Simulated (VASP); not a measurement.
```xyz
2
Lattice="0.0000 2.7787 2.7787 2.7787 0.0000 2.7787 2.7787 2.7787 0.0000" Properties=species:S:1:pos:R:3 pbc="T T T"
Pd     0.0000     0.0000     0.0000
Al     1.3894     1.3894     1.3894
```

Level of theory: r2SCAN meta-GGA, VASP's PBE PAW potentials (set 64) (plane waves; VASP 6.6.1). Numerical set-up: 400 eV cut-off, 13×13×13 Γ-centred mesh, tetrahedra with Blöchl corrections, potentials Pd Al.

Q: Estimate the energy per atom (σ→0), band gap (over mesh and band path) with the smallest direct gap where there is one.

A: 
The band gap (over mesh and band path) comes out as none (metal, semimetal or under 0.01 eV) and the energy per atom (σ→0) is -14.893 eV/atom.

The structure was generated: PdAl was put into the zinc blende type (F-43m), which need not be its known phase. It was relaxed first, which changed the volume by -21 %. The electron count is odd and the run is not spin-polarised, which forces a metal.
